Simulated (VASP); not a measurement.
# Gd (Gadolinium): structure and properties in VASP, part 8 of 11

What structure does Gd (Gadolinium) take at this level, and what are its properties? The start is a cell from a database of measured crystal structures.

VASP 6.6.1, plane waves and PAW; the level of theory is named at each step.

Still holding for the runs below: The magnetic order is the lowest of the few collinear ones that converged above; longer or canted patterns were not tried. The k-mesh is coarse for a metal.

So far, moment of the cell, from the last line of the log (μB): step 2 (magnetic order: ferromagnetic) 15.7; step 8 (relaxing cell and atoms (PBEsol + U)) 15.6. The relaxed cell has a = 3.581, c = 5.696 Å (conventional setting).

## Step 10: Single point with fields (PBEsol + U)

Level of this step: PBEsol, DFT+U (Gd f 5 eV), spin-polarised from a ferromagnetic start; plane waves and PAW (Gd) (VASP).

A single point on the relaxed cell gives a clean self-consistent state, with density, ELF and potential written out.

INCAR reads:

```
SYSTEM = Gd
PREC = Accurate
ENCUT = 450
EDIFF = 1E-06
NELM = 150
ISMEAR = 1
SIGMA = 0.2
LREAL = .FALSE.
ALGO = Normal
GGA = PS
NBANDS = 34
ISPIN = 2
MAGMOM = 7.13 7.13
LDAU = .TRUE.
LDAUTYPE = 2
LDAUL = 3
LDAUU = 5
LDAUJ = 0
LDAUPRINT = 1
LASPH = .TRUE.
LMAXMIX = 6
AMIX = 0.2
BMIX = 1E-04
AMIX_MAG = 0.8
BMIX_MAG = 1E-04
LORBIT = 11
LWAVE = .FALSE.
LCHARG = .TRUE.
ISIF = 2
LELF = .TRUE.
LVHAR = .TRUE.
```

POSCAR reads:

```
Gd
1.0
    3.5811254439      0.0000000000      0.0000000000
   -1.7905627220      3.1013456086      0.0000000000
    0.0000000000      0.0000000000      5.6956788021
Gd
2
Direct
    0.3333333333      0.6666666667      0.2500000000
    0.6666666667      0.3333333333      0.7500000000
```

KPOINTS reads:

```
Automatic mesh
0
Gamma
7 7 4
0 0 0
```

Potentials, in the order of the species: Gd (PBE family, release 64).

Command:

```console
$ mpirun -np 4 vasp_std
```

Output:

```text
[banner, memory and clock lines left out]
running    4 mpi-ranks, on    1 nodes
 distrk:  each k-point on    4 cores,    1 groups
 distr:  one band on    1 cores,    4 groups

 POSCAR found type information on POSCAR Gd
 POSCAR found :  1 types and       2 ions
 [... a notice as in an earlier step ...]

 LDA part: xc-table for (Slater+PW92), standard interpolation
|                                                                             |
|           W    W    AA    RRRRR   N    N  II  N    N   GGGG   !!!           |
|           W    W   A  A   R    R  NN   N  II  NN   N  G    G  !!!           |
|           W    W  A    A  R    R  N N  N  II  N N  N  G       !!!           |
|           W WW W  AAAAAA  RRRRR   N  N N  II  N  N N  G  GGG   !            |
|           WW  WW  A    A  R   R   N   NN  II  N   NN  G    G                |
|           W    W  A    A  R    R  N    N  II  N    N   GGGG   !!!           |
|                                                                             |
|     The number of bands has been changed from the values supplied in        |
|     The orbitals not found in the WAVECAR file will be initialized with     |
|     random numbers, which is usually adequate. For correlated               |
|     calculations, however, you should redo the groundstate calculation.     |
|     I found NBANDS = 34. Now, NBANDS = 36.                                  |
|                                                                             |

 POSCAR, INCAR and KPOINTS ok, starting setup
 FFT: planning ... GRIDC
 FFT: planning ... GRID_SOFT
 FFT: planning ... GRID
 WAVECAR not read
 entering main loop
       N       E                     dE             d eps       ncg     rms          rms(c)
DAV:   1     0.255379592721E+03    0.25538E+03   -0.10605E+04  5048   0.449E+03
DAV:   2     0.426669771383E+02   -0.21271E+03   -0.18072E+03  4828   0.431E+02
DAV:   3    -0.440383620971E+01   -0.47071E+02   -0.45270E+02  5408   0.144E+02
DAV:   4    -0.125878189380E+02   -0.81840E+01   -0.80923E+01  6588   0.506E+01
DAV:   5    -0.135637624737E+02   -0.97594E+00   -0.97076E+00  6700   0.172E+01    0.553E+01
DAV:   6    -0.227252297053E+02   -0.91615E+01   -0.81358E+00  5580   0.850E+01    0.380E+01
DAV:   7    -0.235005728927E+02   -0.77534E+00   -0.18561E+00  6232   0.166E+01    0.453E+01
DAV:   8    -0.235235157638E+02   -0.22943E-01   -0.22062E-01  6080   0.232E+00    0.570E+01
DAV:   9    -0.235291680695E+02   -0.56523E-02   -0.43068E-02  5612   0.191E+00    0.336E+01
DAV:  10    -0.235402501335E+02   -0.11082E-01   -0.54448E-02  5740   0.154E+00    0.306E+00
DAV:  11    -0.235403962269E+02   -0.14609E-03   -0.49090E-03  5836   0.513E-01    0.294E+00
DAV:  12    -0.235397957344E+02    0.60049E-03   -0.91744E-04  5840   0.321E-01    0.218E+00
DAV:  13    -0.235394222757E+02    0.37346E-03   -0.11564E-03  6136   0.266E-01    0.970E-01
DAV:  14    -0.235394399816E+02   -0.17706E-04   -0.33094E-04  6248   0.966E-02    0.467E-02
DAV:  15    -0.235394231020E+02    0.16880E-04   -0.47873E-05  5556   0.809E-02    0.837E-02
DAV:  16    -0.235394215344E+02    0.15677E-05   -0.85493E-06  6068   0.265E-02    0.114E-01
DAV:  17    -0.235394214829E+02    0.51482E-07   -0.94986E-07  3360   0.860E-03
   1 F= -.23539421E+02 E0= -.23540012E+02  d E =0.177178E-02  mag=    15.6116
```

Run time: 42 s. Hardware: 4 MPI ranks of Intel Xeon Platinum 8259CL at 2.50GHz (Skylake/Cascade Lake), shared host; peak memory 0.58 GiB.

Parts of OUTCAR (step 10):

```text
   k-points           NKPTS =     24   k-points in BZ     NKDIM =     24   number of bands    NBANDS=     36

   ENCUT  =  450.0 eV  33.07 Ry    5.75 a.u.   6.19  6.19  9.85*2*pi/ulx,y,z

   NELECT =      36.0000    total number of electrons

atom =   1  type =  1  l = 3

 onsite density matrix

spin component  1

  0.9902  0.0000  0.0000 -0.0000  0.0000  0.0000 -0.0000
  0.0000  0.9894 -0.0000  0.0000 -0.0000 -0.0000 -0.0000
  0.0000 -0.0000  0.9890  0.0000 -0.0000 -0.0000 -0.0000
 -0.0000  0.0000  0.0000  0.9901 -0.0000  0.0000  0.0000
  0.0000 -0.0000 -0.0000 -0.0000  0.9890  0.0000  0.0000
  0.0000 -0.0000 -0.0000  0.0000  0.0000  0.9894 -0.0000
 -0.0000 -0.0000 -0.0000  0.0000  0.0000 -0.0000  0.9889

spin component  2

  0.0011 -0.0000  0.0000 -0.0000  0.0000 -0.0000 -0.0000
 -0.0000  0.0013  0.0000  0.0000 -0.0000 -0.0000  0.0000
  0.0000  0.0000  0.0008  0.0000 -0.0000  0.0000 -0.0000
 -0.0000  0.0000  0.0000  0.0006  0.0000  0.0000 -0.0000
  0.0000 -0.0000 -0.0000  0.0000  0.0008 -0.0000  0.0000
 -0.0000 -0.0000  0.0000  0.0000 -0.0000  0.0013  0.0000
 -0.0000  0.0000 -0.0000 -0.0000  0.0000  0.0000  0.0007

 occupancies and eigenvectors

  o =  0.0006  v =  0.0000  0.0000  0.0000  0.0000  0.0000  0.0000  0.0000 -0.0000  0.0000  0.0000 -1.0000 -0.0000  0.0000 -0.0000      0.0000  0.0000  0.0000  0.0000  0.0000  0.0000  0.0000  0.0000  0.0000  0.0000  0.0000  0.0000  0.0000  0.0000
  o =  0.0007  v =  0.0000  0.0000  0.0000  0.0000  0.0000  0.0000  0.0000 -0.0000  0.0000 -0.0000  0.0000  0.0000  0.0000 -1.0000      0.0000  0.0000  0.0000  0.0000  0.0000  0.0000  0.0000  0.0000  0.0000  0.0000  0.0000  0.0000  0.0000  0.0000
  o =  0.0008  v =  0.0000  0.0000  0.0000  0.0000  0.0000  0.0000  0.0000 -0.0000  0.0000  0.3879 -0.0000  0.9217  0.0000  0.0000      0.0000  0.0000  0.0000  0.0000  0.0000  0.0000  0.0000  0.0000  0.0000  0.0000  0.0000  0.0000  0.0000  0.0000
  o =  0.0008  v =  0.0000  0.0000  0.0000  0.0000  0.0000  0.0000  0.0000  0.0000  0.0000 -0.9217 -0.0000  0.3879  0.0000  0.0000      0.0000  0.0000  0.0000  0.0000  0.0000  0.0000  0.0000  0.0000  0.0000  0.0000  0.0000  0.0000  0.0000  0.0000
  o =  0.0011  v =  0.0000  0.0000  0.0000  0.0000  0.0000  0.0000  0.0000  1.0000  0.0000  0.0000 -0.0000  0.0000  0.0000 -0.0000      0.0000  0.0000  0.0000  0.0000  0.0000  0.0000  0.0000  0.0000  0.0000  0.0000  0.0000  0.0000  0.0000  0.0000
  o =  0.0013  v =  0.0000  0.0000  0.0000  0.0000  0.0000  0.0000  0.0000  0.0000 -0.9949  0.0000 -0.0000  0.0000 -0.1004  0.0000      0.0000  0.0000  0.0000  0.0000  0.0000  0.0000  0.0000  0.0000  0.0000  0.0000  0.0000  0.0000  0.0000  0.0000
  o =  0.0013  v =  0.0000  0.0000  0.0000  0.0000  0.0000  0.0000  0.0000 -0.0000 -0.1004  0.0000  0.0000 -0.0000  0.9949  0.0000      0.0000  0.0000  0.0000  0.0000  0.0000  0.0000  0.0000  0.0000  0.0000  0.0000  0.0000  0.0000  0.0000  0.0000
  o =  0.9889  v = -0.0000  0.0000 -0.0000  0.0000  0.0000 -0.0000 -1.0000  0.0000  0.0000  0.0000  0.0000  0.0000  0.0000  0.0000      0.0000  0.0000  0.0000  0.0000  0.0000  0.0000  0.0000  0.0000  0.0000  0.0000  0.0000  0.0000  0.0000  0.0000
  o =  0.9890  v = -0.0000  0.0000  0.4131  0.0000  0.9107 -0.0000  0.0000  0.0000  0.0000  0.0000  0.0000  0.0000  0.0000  0.0000      0.0000  0.0000  0.0000  0.0000  0.0000  0.0000  0.0000  0.0000  0.0000  0.0000  0.0000  0.0000  0.0000  0.0000
  o =  0.9890  v = -0.0000 -0.0000  0.9107 -0.0000 -0.4131  0.0000 -0.0000  0.0000  0.0000  0.0000  0.0000  0.0000  0.0000  0.0000      0.0000  0.0000  0.0000  0.0000  0.0000  0.0000  0.0000  0.0000  0.0000  0.0000  0.0000  0.0000  0.0000  0.0000
  o =  0.9894  v = -0.0000  0.9966 -0.0000 -0.0000 -0.0000  0.0828  0.0000  0.0000  0.0000  0.0000  0.0000  0.0000  0.0000  0.0000      0.0000  0.0000  0.0000  0.0000  0.0000  0.0000  0.0000  0.0000  0.0000  0.0000  0.0000  0.0000  0.0000  0.0000
[...]
o =  0.0008  v =  0.0000  0.0000  0.0000  0.0000  0.0000  0.0000  0.0000  0.0000  0.0000 -0.9175  0.0000  0.3978  0.0000  0.0000      0.0000  0.0000  0.0000  0.0000  0.0000  0.0000  0.0000  0.0000  0.0000  0.0000  0.0000  0.0000  0.0000  0.0000
  o =  0.0011  v =  0.0000  0.0000  0.0000  0.0000  0.0000  0.0000  0.0000  1.0000 -0.0000  0.0000 -0.0000  0.0000  0.0000 -0.0000      0.0000  0.0000  0.0000  0.0000  0.0000  0.0000  0.0000  0.0000  0.0000  0.0000  0.0000  0.0000  0.0000  0.0000
  o =  0.0013  v =  0.0000  0.0000  0.0000  0.0000  0.0000  0.0000  0.0000 -0.0000 -0.9999 -0.0000 -0.0000 -0.0000 -0.0169  0.0000      0.0000  0.0000  0.0000  0.0000  0.0000  0.0000  0.0000  0.0000  0.0000  0.0000  0.0000  0.0000  0.0000  0.0000
  o =  0.0013  v =  0.0000  0.0000  0.0000  0.0000  0.0000  0.0000  0.0000  0.0000  0.0169 -0.0000 -0.0000  0.0000 -0.9999 -0.0000      0.0000  0.0000  0.0000  0.0000  0.0000  0.0000  0.0000  0.0000  0.0000  0.0000  0.0000  0.0000  0.0000  0.0000
  o =  0.9889  v = -0.0000 -0.0000 -0.0000 -0.0000  0.0000 -0.0000 -1.0000  0.0000  0.0000  0.0000  0.0000  0.0000  0.0000  0.0000      0.0000  0.0000  0.0000  0.0000  0.0000  0.0000  0.0000  0.0000  0.0000  0.0000  0.0000  0.0000  0.0000  0.0000
  o =  0.9890  v = -0.0000  0.0000  0.4131  0.0000  0.9107 -0.0000  0.0000  0.0000  0.0000  0.0000  0.0000  0.0000  0.0000  0.0000      0.0000  0.0000  0.0000  0.0000  0.0000  0.0000  0.0000  0.0000  0.0000  0.0000  0.0000  0.0000  0.0000  0.0000
  o =  0.9890  v = -0.0000  0.0000  0.9107 -0.0000 -0.4131  0.0000 -0.0000  0.0000  0.0000  0.0000  0.0000  0.0000  0.0000  0.0000      0.0000  0.0000  0.0000  0.0000  0.0000  0.0000  0.0000  0.0000  0.0000  0.0000  0.0000  0.0000  0.0000  0.0000
  o =  0.9894  v = -0.0000  0.0698 -0.0000 -0.0000  0.0000  0.9976 -0.0000  0.0000  0.0000  0.0000  0.0000  0.0000  0.0000  0.0000      0.0000  0.0000  0.0000  0.0000  0.0000  0.0000  0.0000  0.0000  0.0000  0.0000  0.0000  0.0000  0.0000  0.0000
  o =  0.9894  v =  0.0000  0.9976 -0.0000 -0.0000 -0.0000 -0.0698 -0.0000  0.0000  0.0000  0.0000  0.0000  0.0000  0.0000  0.0000      0.0000  0.0000  0.0000  0.0000  0.0000  0.0000  0.0000  0.0000  0.0000  0.0000  0.0000  0.0000  0.0000  0.0000
  o =  0.9901  v = -0.0000  0.0000  0.0000  1.0000 -0.0000  0.0000 -0.0000  0.0000  0.0000  0.0000  0.0000  0.0000  0.0000  0.0000      0.0000  0.0000  0.0000  0.0000  0.0000  0.0000  0.0000  0.0000  0.0000  0.0000  0.0000  0.0000  0.0000  0.0000
  o =  0.9902  v =  1.0000  0.0000  0.0000  0.0000  0.0000  0.0000 -0.0000  0.0000  0.0000  0.0000  0.0000  0.0000  0.0000  0.0000      0.0000  0.0000  0.0000  0.0000  0.0000  0.0000  0.0000  0.0000  0.0000  0.0000  0.0000  0.0000  0.0000  0.0000

 E-fermi :   3.1146

 spin component 1
 k-point     1 :       0.0000    0.0000    0.0000
  band No.  band energies     occupation
    ...
     20      -4.2756      1.00000
     21      -4.2491      1.00000
     22      -4.2439      1.00000
     23      -2.1483      1.00000
     24       0.4348      1.00000
     25       4.2106     -0.00000
     26       4.3235     -0.00000
     27       4.3235     -0.00000
     28       4.5025     -0.00000
     29       4.9871     -0.00000
    ...

 k-point     2 :       0.1429   -0.0000    0.0000
  band No.  band energies     occupation
    ...
     20      -4.2825      1.00000
     21      -4.2644      1.00000
     22      -4.2561      1.00000
     23      -1.6574      1.00000
     24       0.8966      1.00000
     25       3.5255     -0.00668
     26       3.5303     -0.00615
     27       4.5134     -0.00000
     28       4.8149     -0.00000
     29       5.0971     -0.00000
    ...

  Total       -0.0121757     -0.0121757     -0.0277861      0.0000000      0.0000000      0.0000000
  in kB       -0.3083817     -0.3083817     -0.7037577      0.0000000      0.0000000      0.0000000
  external PRESSURE =      -0.4401737 kB  Pullay stress =       0.0000000 kB

 POSITION                                       TOTAL-FORCE (eV/Angst)
 -----------------------------------------------------------------------------------
     -0.00000      2.06756      1.42392         0.000000      0.000000      0.000000
      1.79056      1.03378      4.27176        -0.000000     -0.000000      0.000000
 -----------------------------------------------------------------------------------
    total drift:                               -0.000000      0.000000     -0.000000

  FREE ENERGIE OF THE ION-ELECTRON SYSTEM (eV)
  ---------------------------------------------------
  free  energy   TOTEN  =       -23.5394214829 eV

  energy  without entropy=      -23.5411932628  energy(sigma->0) =      -23.54001208

[... 7 parts as in an earlier step ...]

[... 14 further parts left out ...]
```

With spin, VASP writes an ELF for each channel.

This step gave:

- SCF cycles: 17
- bands: 36
- pressure: -0.04402 GPa

Valence electrons inside each PAW sphere by angular momentum. Sphere charges, by row:

```
atom  s (e)  p (e)  d (e)  f (e)  tot (e)
 Gd1  2.076  5.549  0.625  6.927    15.18
 Gd2  2.076  5.549  0.625  6.927    15.18
```

Spin density in the ac plane at fractional y = 0.333, with atoms of Gd within 0.2 Å of it.

Ten even steps from '_' (0 e/Å³) to '@' (13 e/Å³), each cell a mean:
```
____________________________
____________________________
__________________..________
______________..--++==..____
______________::**@@%%--____
______________::**@@%%==____
______________..--++++::____
________________......______
____________________________
____________________________
____________________________
____________________________
____________________________
____________________________
____________________________
____________________________
____________________________
____________________________
____________________________
____________________________
____________________________
____________________________
```
Columns run along a (3.6 Å), rows up along c (5.7 Å). Atoms in or near the plane, at fractional coordinates: Gd at (0.67, 0.75).

ELF of up spins in the ac plane at fractional y = 0.333, with atoms of Gd within 0.2 Å of it. It is the smooth field of the valence electrons, not physical close to the nuclei.

Ten even steps from '0' (0.13) to '9' (0.80), each cell a mean:
```
13432000121000
02431003455310
01320026898741
00210159999973
00100379967985
00100379867985
00110269999974
01220037999852
02431014676420
13432000222100
22322111111111
11111123333322
00000024676531
00000014788520
01221014788520
12331003788510
13432003788510
02221004788520
00100014788520
00000025677531
10000123444432
22222111111111
```
Columns run along a (3.6 Å), rows up along c (5.7 Å). Atoms in or near the plane, at fractional coordinates: Gd at (0.67, 0.75).

Valence density in the ac plane at fractional y = 0.333, with atoms of Gd within 0.2 Å of it. It is the smooth field of the valence electrons, not physical close to the nuclei.

Values in e/Å³, 22 rows by 14 columns, each cell a mean:
```
 0  0  0  0  0  0  0  0  0  0  0  0  0  0
 0  0  0  0  0  0  0  1  1  1  1  1  0  0
 0  0  0  0  0  0  1  1  2  3  3  2  1  0
 0  0  0  0  0  0  1  3  7  9  8  5  2  1
 0  0  0  0  0  1  2  5 10 12 11  7  3  1
 0  0  0  0  0  1  2  6 10 13 12  8  3  1
 0  0  0  0  0  0  1  4  7  9  9  5  2  1
 0  0  0  0  0  0  1  2  3  5  4  2  1  0
 0  0  0  0  0  0  0  1  1  1  1  1  0  0
 0  0  0  0  0  0  0  0  0  0  0  0  0  0
 0  0  0  0  0  0  0  0  0  0  0  0  0  0
 0  0  0  0  0  0  0  0  0  0  0  0  0  0
 0  0  0  0  0  0  0  0  0  0  0  0  0  0
 0  0  0  0  0  0  0  0  0  0  0  0  0  0
 0  0  0  0  0  0  0  0  0  0  0  0  0  0
 0  0  1  1  0  0  0  0  0  0  0  0  0  0
 0  0  1  1  0  0  0  0  0  0  0  0  0  0
 0  0  0  0  0  0  0  0  0  0  0  0  0  0
 0  0  0  0  0  0  0  0  0  0  0  0  0  0
 0  0  0  0  0  0  0  0  0  0  0  0  0  0
 0  0  0  0  0  0  0  0  0  0  0  0  0  0
 0  0  0  0  0  0  0  0  0  0  0  0  0  0
```
Columns run along a (3.6 Å), rows up along c (5.7 Å). Atoms in or near the plane, at fractional coordinates: Gd at (0.67, 0.75).

In this run the pressure is -0.04 GPa, small enough to go on.

(Part 8 of 11 ends here.)

[Lines on the potential files, build, host, timing and source positions are cut from VASP's logs without a mark.]

[Logs are printed without paths, hosts, clocks, repeated set-up lines and the standing remarks that a program may print on its own settings, such as how far it seeks lower states.]

[Hosts, paths, dates, database ids (printed as entryN), source tags and the programs' standing remarks are cut or masked in the printed files.]

[A measured line is paired with the nearest computed mode of its activity, which favours agreement.]
